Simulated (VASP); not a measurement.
Shape and ions are relaxed at each volume.

Data:

```yaml
crystal:
  lattice:
    - [1.94218, -3.36396, 0.00000]
    - [1.94218, 3.36396, 0.00000]
    - [0.00000, 0.00000, 5.95024]
  atoms:
    - { symbol: La, position: [0.33333, 0.66667, 0.24388] }
    - { symbol: La, position: [0.66667, 0.33333, 0.75612] }
    - { symbol: O, position: [0.00000, 0.00000, 0.00000] }
    - { symbol: O, position: [0.33333, 0.66667, 0.64654] }
    - { symbol: O, position: [0.66667, 0.33333, 0.35346] }
```

The numbers are results of LDA (Ceperley-Alder, Perdew-Zunger), VASP's LDA PAW potentials (set 64) (plane waves; VASP), not measurements. Settings: 520 eV cut-off, 7×7×4 Γ-centred mesh, Gaussian smearing of 0.050 eV, potentials La O.

Problem. Give the energy at these volumes per atom, relative to the lowest: 14.60, 15.07, 15.53, 16.00, 16.46 Å³.

Solution. 24.6, 6.1, 0.0, 4.8, 19.1 meV/atom. A third-order Birch-Murnaghan fit gives B0 = 124 GPa and B0′ = 3.4.

Measured: bulk modulus 113 GPa at 300 K (computed value off by +9.7 %), as given by Juan A. Santana et al., The Journal of Chemical Physics (2016), arXiv:1608.06321. The calculation is for a static lattice, while the measured bulk modulus holds thermal and zero-point effects, which are part of the difference.

The compound is La2O3 in the a-type structure. It was relaxed first, which changed the volume by -6 %.
